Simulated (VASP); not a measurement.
# Band gap of CdS (Hawleyite) at several levels of theory, part 2 of 3

How does the band gap of CdS (Hawleyite) depend on the functional? The starting structure is a measured crystal structure from the Crystallography Open Database. Cell and atoms stay as given. Meshes and data sets differ where the inputs say so.

VASP 6.6.1.

Results so far: LDA 0.886 eV; PBE 1.143 eV; r2SCAN 1.587 eV; TB-mBJ 2.640 eV.

### 6. Bands with LDA + spin-orbit coupling

Level of this step: LDA, spin-orbit coupling; plane waves and PAW (Cd, S) (VASP).

Spin-orbit coupling is switched on in this step.

INCAR

```
SYSTEM = CdS
PREC = Accurate
ENCUT = 350
EDIFF = 1E-06
NELM = 100
ISMEAR = 0
SIGMA = 0.03
LREAL = .FALSE.
ALGO = Normal
GGA = CA
LNONCOLLINEAR = .TRUE.
MAGMOM = 0 0 0 0 0 0
NBANDS = 30
GGA_COMPAT = .FALSE.
LASPH = .TRUE.
LSORBIT = .TRUE.
LORBIT = 11
LWAVE = .FALSE.
LCHARG = .FALSE.
KPAR = 4
```

POSCAR

```
CdS
1.0
    0.0000000000      2.9165000000      2.9165000000
    2.9165000000      0.0000000000      2.9165000000
    2.9165000000      2.9165000000      0.0000000000
Cd S
1 1
Direct
    0.0000000000      0.0000000000      0.0000000000
    0.7500000000      0.7500000000      0.7500000000
```

KPOINTS

```
Automatic mesh
0
Gamma
6 6 6
0 0 0
```

KPOINTS_OPT

```
Line mode
10
Line-mode
Reciprocal
  0.00000000   0.00000000   0.00000000 GAMMA
  0.50000000   0.00000000   0.50000000 X

  0.50000000   0.00000000   0.50000000 X
  0.50000000   0.25000000   0.75000000 W

  0.50000000   0.25000000   0.75000000 W
  0.37500000   0.37500000   0.75000000 K

  0.37500000   0.37500000   0.75000000 K
  0.00000000   0.00000000   0.00000000 GAMMA

  0.00000000   0.00000000   0.00000000 GAMMA
  0.50000000   0.50000000   0.50000000 L

  0.50000000   0.50000000   0.50000000 L
  0.62500000   0.25000000   0.62500000 U

  0.62500000   0.25000000   0.62500000 U
  0.50000000   0.25000000   0.75000000 W

  0.50000000   0.25000000   0.75000000 W
  0.50000000   0.50000000   0.50000000 L

  0.50000000   0.50000000   0.50000000 L
  0.37500000   0.37500000   0.75000000 K

  0.62500000   0.25000000   0.62500000 U
  0.50000000   0.00000000   0.50000000 X
```

The projector-augmented-wave data sets are Cd and S (LDA family, release 64).

Run with:

```
$ mpirun -np 4 vasp_ncl
```

Output:

```text
[... set-up lines as in an earlier step ...]
 entering main loop
       N       E                     dE             d eps       ncg     rms          rms(c)
DAV:   1     0.962992991363E+02    0.96299E+02   -0.71134E+03  1368   0.809E+02
DAV:   2    -0.313308948047E+01   -0.99432E+02   -0.95552E+02  1512   0.250E+02
DAV:   3    -0.789966450115E+01   -0.47666E+01   -0.47404E+01  1570   0.558E+01
DAV:   4    -0.793952236701E+01   -0.39858E-01   -0.39850E-01  1492   0.493E+00
[...]
DAV:  11    -0.742217972909E+01    0.92875E-05   -0.18221E-04  1606   0.184E-01    0.439E-02
DAV:  12    -0.742217304890E+01    0.66802E-05   -0.29953E-05  1534   0.742E-02    0.721E-03
DAV:  13    -0.742217325168E+01   -0.20278E-06   -0.26662E-06  1482   0.117E-02
   1 F= -.74221733E+01 E0= -.74221733E+01  d E =-.133131E-23  mag=     0.0000     0.0000     0.0000
 Start KPOINTS_OPT (optional k-point list driver)
k-point batch [1-22\100]
       N       E                     dE             ncg
DAV:   1     0.295885590836E+03   -0.81879E+04     1360
DAV:   2    -0.187906084814E+04   -0.21749E+04     1518
DAV:   3    -0.197801166732E+04   -0.98951E+02     1600
DAV:   4    -0.197875701291E+04   -0.74535E+00     1524
DAV:   5    -0.197876770566E+04   -0.10693E-01     1608
DAV:   6    -0.197876792637E+04   -0.22070E-03     1546
DAV:   7    -0.197876793188E+04   -0.55112E-05     1606
DAV:   8    -0.197876793202E+04   -0.13957E-06     1098
[...]
k-point batch [89-100\100]
       N       E                     dE             ncg
DAV:   1     0.454815667613E+04   -0.59540E+04      752
DAV:   2     0.339895905100E+04   -0.11492E+04      816
DAV:   3     0.334840317527E+04   -0.50556E+02      908
DAV:   4     0.334804175498E+04   -0.36142E+00      850
DAV:   5     0.334803676836E+04   -0.49866E-02      902
DAV:   6     0.334803667457E+04   -0.93787E-04      866
DAV:   7     0.334803667251E+04   -0.20651E-05      904
DAV:   8     0.334803667246E+04   -0.43219E-07      580
```

Wall time 42 s (4 MPI ranks of Intel Xeon 6975P-C (Granite Rapids), shared host); peak memory 0.91 GiB.

From OUTCAR (step 6):

```text
  Total       -0.7520936     -0.7520936     -0.7520936      0.0000000      0.0000000     -0.0000000
  in kB      -24.2865901    -24.2865901    -24.2865901      0.0000000      0.0000000     -0.0000000
  external PRESSURE =     -24.2865901 kB  Pullay stress =       0.0000000 kB

 POSITION                                       TOTAL-FORCE (eV/Angst)
 -----------------------------------------------------------------------------------
      0.00000      0.00000      0.00000         0.000000      0.000000      0.000000
      4.37475      4.37475      4.37475        -0.000000     -0.000000     -0.000000
 -----------------------------------------------------------------------------------
    total drift:                               -0.000000     -0.000000     -0.000000

  FREE ENERGIE OF THE ION-ELECTRON SYSTEM (eV)
  ---------------------------------------------------
  free  energy   TOTEN  =        -7.4221732517 eV

  energy  without entropy=       -7.4221732517  energy(sigma->0) =       -7.42217325

 magnetization (x)
# of ion       s       p       d       tot
------------------------------------------
    1        0.000  -0.000  -0.000  -0.000
    2       -0.000   0.000   0.000  -0.000
--------------------------------------------------
tot         -0.000  -0.000  -0.000  -0.000

 magnetization (y)
# of ion       s       p       d       tot
------------------------------------------
    1        0.000   0.000   0.000   0.000
    2        0.000   0.000   0.000   0.000
--------------------------------------------------
tot          0.000   0.000   0.000   0.000

 magnetization (z)
# of ion       s       p       d       tot
------------------------------------------
    1       -0.000   0.000   0.000   0.000
    2       -0.000  -0.000   0.000  -0.000
--------------------------------------------------
tot         -0.000  -0.000   0.000   0.000

[... 1 part as in an earlier step ...]

[... 2 further parts left out ...]
[key lines of the parts left out:]
E-fermi :   1.3517
```

LDA + spin-orbit coupling gives a direct gap of 0.871 eV. The least gap is -0.015 eV from that of LDA.

### 7. Bands with r2SCAN + spin-orbit coupling

INCAR, as its differences from that of step 6:

```diff
@@ -9,3 +9,4 @@
 ALGO = Normal
-GGA = CA
+METAGGA = R2SCAN
+LASPH = .TRUE.
 LNONCOLLINEAR = .TRUE.
@@ -14,3 +15,2 @@
 GGA_COMPAT = .FALSE.
-LASPH = .TRUE.
 LSORBIT = .TRUE.
```

POSCAR is that of step 6.

KPOINTS is that of step 6.

KPOINTS_OPT is that of step 6.

The projector-augmented-wave data sets are Cd and S (PBE family, release 64).

Run with:

```
$ mpirun -np 4 vasp_ncl
```

Output:

```text
[... set-up lines as in an earlier step ...]
 entering main loop
       N       E                     dE             d eps       ncg     rms          rms(c)
DAV:   1     0.703360502978E+02    0.70336E+02   -0.72450E+03  1376   0.824E+02
DAV:   2    -0.300896418276E+02   -0.10043E+03   -0.96559E+02  1500   0.252E+02
DAV:   3    -0.348501460827E+02   -0.47605E+01   -0.47352E+01  1564   0.562E+01
DAV:   4    -0.348880097892E+02   -0.37864E-01   -0.37856E-01  1506   0.486E+00
[...]
DAV:  12    -0.297005194835E+02    0.19852E-04   -0.12425E-04  1482   0.161E-01    0.331E-02
DAV:  13    -0.297005226256E+02   -0.31421E-05   -0.18699E-05  1440   0.330E-02    0.710E-03
DAV:  14    -0.297005221123E+02    0.51337E-06   -0.90199E-07  1258   0.945E-03
   1 F= -.29700522E+02 E0= -.29700522E+02  d E =-.173101E-25  mag=     0.0000    -0.0000    -0.0000
 Start KPOINTS_OPT (optional k-point list driver)
k-point batch [1-22\100]
       N       E                     dE             ncg
DAV:   1     0.240983296285E+03   -0.82428E+04     1368
DAV:   2    -0.196673737669E+04   -0.22077E+04     1524
DAV:   3    -0.206479917728E+04   -0.98062E+02     1598
DAV:   4    -0.206550773011E+04   -0.70855E+00     1534
DAV:   5    -0.206551775842E+04   -0.10028E-01     1578
DAV:   6    -0.206551796347E+04   -0.20505E-03     1568
DAV:   7    -0.206551796859E+04   -0.51114E-05     1532
DAV:   8    -0.206551796873E+04   -0.14551E-06     1074
[...]
k-point batch [89-100\100]
       N       E                     dE             ncg
DAV:   1     0.451784721421E+04   -0.59843E+04      752
DAV:   2     0.335108970998E+04   -0.11668E+04      822
DAV:   3     0.330106785665E+04   -0.50022E+02      916
DAV:   4     0.330072951943E+04   -0.33834E+00      830
DAV:   5     0.330072481878E+04   -0.47007E-02      898
DAV:   6     0.330072473345E+04   -0.85325E-04      832
DAV:   7     0.330072473160E+04   -0.18580E-05      898
DAV:   8     0.330072473156E+04   -0.37267E-07      598
```

Run time: 3.5 min. Hardware: 4 MPI ranks; peak memory 1.1 GiB.

Parts of OUTCAR (step 7):

```text
  Total        0.4221870      0.4221870      0.4221870      0.0000000      0.0000000     -0.0000000
  in kB       13.6332517     13.6332517     13.6332517      0.0000000      0.0000000     -0.0000000
  external PRESSURE =      13.6332517 kB  Pullay stress =       0.0000000 kB

 POSITION                                       TOTAL-FORCE (eV/Angst)
 -----------------------------------------------------------------------------------
      0.00000      0.00000      0.00000         0.000000      0.000000      0.000000
      4.37475      4.37475      4.37475        -0.000000     -0.000000     -0.000000
 -----------------------------------------------------------------------------------
    total drift:                                0.000000      0.000000      0.000000

  FREE ENERGIE OF THE ION-ELECTRON SYSTEM (eV)
  ---------------------------------------------------
  free  energy   TOTEN  =       -29.7005221123 eV

  energy  without entropy=      -29.7005221123  energy(sigma->0) =      -29.70052211

 magnetization (x)
# of ion       s       p       d       tot
------------------------------------------
    1        0.000  -0.000  -0.000  -0.000
    2        0.000   0.000   0.000   0.000
--------------------------------------------------
tot          0.000  -0.000  -0.000  -0.000

 magnetization (y)
# of ion       s       p       d       tot
------------------------------------------
    1        0.000   0.000  -0.000   0.000
    2        0.000  -0.000   0.000  -0.000
--------------------------------------------------
tot          0.000  -0.000  -0.000  -0.000

 magnetization (z)
# of ion       s       p       d       tot
------------------------------------------
    1        0.000   0.000  -0.000   0.000
    2       -0.000   0.000   0.000   0.000
--------------------------------------------------
tot         -0.000   0.000  -0.000   0.000

[... 2 parts as in an earlier step ...]

[... 1 further part left out ...]
[key lines of the parts left out:]
E-fermi :   1.2805
```

r2SCAN + spin-orbit coupling gives a direct gap of 1.573 eV. The least gap is -0.013 eV from that of r2SCAN.

### 8. Bands with TB-mBJ + spin-orbit coupling

INCAR, as its differences from that of step 7:

```diff
@@ -4,3 +4,3 @@
 EDIFF = 1E-06
-NELM = 100
+NELM = 150
 ISMEAR = 0
@@ -9,3 +9,3 @@
 ALGO = Normal
-METAGGA = R2SCAN
+METAGGA = MBJ
 LASPH = .TRUE.
```

POSCAR is that of step 7.

KPOINTS is that of step 7.

KPOINTS_OPT is that of step 7.

Run with:

```
$ mpirun -np 4 vasp_ncl
```

Output:

```text
[... set-up lines as in an earlier step ...]
 entering main loop
       N       E                     dE             d eps       ncg     rms          rms(c)
DAV:   1     0.401818238626E+03    0.40182E+03   -0.71061E+03  1376   0.806E+02
DAV:   2     0.303604626102E+03   -0.98214E+02   -0.94528E+02  1504   0.248E+02
DAV:   3     0.299130572012E+03   -0.44741E+01   -0.44494E+01  1552   0.537E+01
DAV:   4     0.299099680424E+03   -0.30892E-01   -0.30886E-01  1504   0.437E+00
[...]
DAV:  51     0.301378599514E+03   -0.11644E-04   -0.61567E-10   678   0.196E-04    0.106E-03
DAV:  52     0.301378603388E+03    0.38733E-05   -0.11954E-10   678   0.864E-05    0.122E-03
DAV:  53     0.301378603203E+03   -0.18503E-06   -0.23207E-11   678   0.328E-05
   1 F= 0.30137860E+03 E0= 0.30137860E+03  d E =-.233481E-19  mag=     0.0000     0.0000     0.0000
 Start KPOINTS_OPT (optional k-point list driver)
k-point batch [1-22\100]
       N       E                     dE             ncg
DAV:   1     0.532124986699E+03   -0.79516E+04     1384
DAV:   2    -0.161817409124E+04   -0.21503E+04     1520
DAV:   3    -0.170790688788E+04   -0.89733E+02     1608
DAV:   4    -0.170843063641E+04   -0.52375E+00     1506
DAV:   5    -0.170843650462E+04   -0.58682E-02     1586
DAV:   6    -0.170843662121E+04   -0.11659E-03     1510
DAV:   7    -0.170843662447E+04   -0.32639E-05     1502
DAV:   8    -0.170843662460E+04   -0.13058E-06     1052
[...]
k-point batch [89-100\100]
       N       E                     dE             ncg
DAV:   1     0.467492191783E+04   -0.58272E+04      768
DAV:   2     0.354472164109E+04   -0.11302E+04      834
DAV:   3     0.349925489707E+04   -0.45467E+02      900
DAV:   4     0.349900123418E+04   -0.25366E+00      852
DAV:   5     0.349899837167E+04   -0.28625E-02      878
DAV:   6     0.349899831907E+04   -0.52604E-04      866
DAV:   7     0.349899831780E+04   -0.12733E-05      830
DAV:   8     0.349899831775E+04   -0.41492E-07      608
```

It took 2.5 min on 4 MPI ranks; peak memory 1.2 GiB; 10 min of CPU time.

From OUTCAR (step 8):

```text
  Total      -38.2146634    -38.2146634    -38.2146634      0.0000000      0.0000000      0.0000000
  in kB    -1234.0270588  -1234.0270588  -1234.0270588      0.0000000      0.0000000      0.0000000
  external PRESSURE =   -1234.0270588 kB  Pullay stress =       0.0000000 kB

 POSITION                                       TOTAL-FORCE (eV/Angst)
 -----------------------------------------------------------------------------------
      0.00000      0.00000      0.00000        -0.000000     -0.000000     -0.000000
      4.37475      4.37475      4.37475         0.000000      0.000000      0.000000
 -----------------------------------------------------------------------------------
    total drift:                               -0.000000     -0.000000     -0.000000

  FREE ENERGIE OF THE ION-ELECTRON SYSTEM (eV)
  ---------------------------------------------------
  free  energy   TOTEN  =       301.3786032028 eV

  energy  without entropy=      301.3786032028  energy(sigma->0) =      301.37860320

 magnetization (x)
# of ion       s       p       d       tot
------------------------------------------
    1        0.000   0.000   0.000   0.000
    2        0.000  -0.000   0.000  -0.000
--------------------------------------------------
tot          0.000  -0.000   0.000  -0.000

 magnetization (z)
# of ion       s       p       d       tot
------------------------------------------
    1        0.000   0.000   0.000   0.000
    2       -0.000  -0.000   0.000  -0.000
--------------------------------------------------
tot          0.000  -0.000   0.000  -0.000

[... 3 parts as in an earlier step ...]

[... 1 further part left out ...]
[key lines of the parts left out:]
E-fermi :   1.7335
```

TB-mBJ + spin-orbit coupling gives a direct gap of 2.632 eV. The least gap is -0.008 eV from that of TB-mBJ.

### 9. Bands with HSE06

HSE06 mixes in a quarter of exact exchange at short range, at far higher cost; in semiconductors this cures much of the gap error, while metals seldom gain. This run uses a 4×4×4 mesh. Its starting orbitals come from a semilocal run on the same mesh, not shown.

INCAR

```
SYSTEM = CdS
PREC = Accurate
ENCUT = 357
EDIFF = 1E-06
NELM = 100
ISMEAR = 0
SIGMA = 0.03
LREAL = .FALSE.
ALGO = Normal
LHFCALC = .TRUE.
AEXX = 0.25
GGA = PE
HFSCREEN = 0.2
LASPH = .TRUE.
NBANDS = 15
PRECFOCK = Fast
LORBIT = 11
LWAVE = .FALSE.
LCHARG = .FALSE.
KPAR = 4
```

POSCAR is that of step 8.

KPOINTS

```
Automatic mesh
0
Gamma
4 4 4
0 0 0
```

KPOINTS_OPT is that of step 8.

Run with:

```
$ mpirun -np 4 vasp_std
```

Output:

```text
[banner, memory and clock lines left out]
running    4 mpi-ranks, on    1 nodes
[...]
LDA part: xc-table for (Slater+PW92), standard interpolation
 found WAVECAR, reading the header
 POSCAR, INCAR and KPOINTS ok, starting setup
[...]
reading WAVECAR
 the WAVECAR file was read successfully
 initial charge from wavefunction
 entering main loop
       N       E                     dE             d eps       ncg     rms          rms(c)
DAV:   1    -0.761893650802E+01   -0.76189E+01   -0.10515E+00   247   0.117E+01    0.338E+00
DAV:   2    -0.760613165951E+01    0.12805E-01   -0.87826E-02   268   0.412E+00    0.186E+00
DAV:   3    -0.759820284657E+01    0.79288E-02   -0.16292E-02   282   0.152E+00    0.116E+00
DAV:   4    -0.759738631476E+01    0.81653E-03   -0.26115E-03   261   0.473E-01    0.740E-01
[...]
DAV:   8    -0.759719711039E+01    0.59645E-05   -0.44844E-06   268   0.146E-02    0.750E-02
DAV:   9    -0.759719574417E+01    0.13662E-05   -0.16351E-06   238   0.930E-03    0.415E-02
DAV:  10    -0.759719551896E+01    0.22521E-06   -0.67174E-07   190   0.607E-03
   1 F= -.75971955E+01 E0= -.75971955E+01  d E =-.102686E-24
 Start KPOINTS_OPT (optional k-point list driver)
k-point batch [1-8\100]
       N       E                     dE             ncg
DAV:   1     0.118661063049E+03   -0.15032E+04      248
DAV:   2    -0.813181885065E+03   -0.93184E+03      268
DAV:   3    -0.857592326025E+03   -0.44410E+02      324
DAV:   4    -0.858147725631E+03   -0.55540E+00      317
DAV:   5    -0.858151917787E+03   -0.41922E-02      317
DAV:   6    -0.858151978939E+03   -0.61152E-04      303
DAV:   7    -0.858151980463E+03   -0.15247E-05      310
DAV:   8    -0.858151980507E+03   -0.44014E-07      232
[...]
k-point batch [97-100\100]
       N       E                     dE             ncg
DAV:   1     0.209344258895E+04   -0.22363E+04      144
DAV:   2     0.170660811117E+04   -0.38683E+03      148
DAV:   3     0.169201317385E+04   -0.14595E+02      155
DAV:   4     0.169185736374E+04   -0.15581E+00      176
DAV:   5     0.169185609167E+04   -0.12721E-02      155
DAV:   6     0.169185607514E+04   -0.16528E-04      148
DAV:   7     0.169185607482E+04   -0.32085E-06      132
```

Elapsed: 2.8 min, on 4 MPI ranks; peak memory 1 GiB; 11 min of CPU time.

[end of part 2 of 3]

[Lines on the potential files, build, host, timing and source positions are cut from VASP's logs without a mark.]

[Logs are printed without paths, hosts, clocks, repeated set-up lines and the standing remarks that a program may print on its own settings, such as how far it seeks lower states.]

[Hosts, paths, dates, database ids (printed as entryN), source tags and the programs' standing remarks are cut or masked in the printed files.]
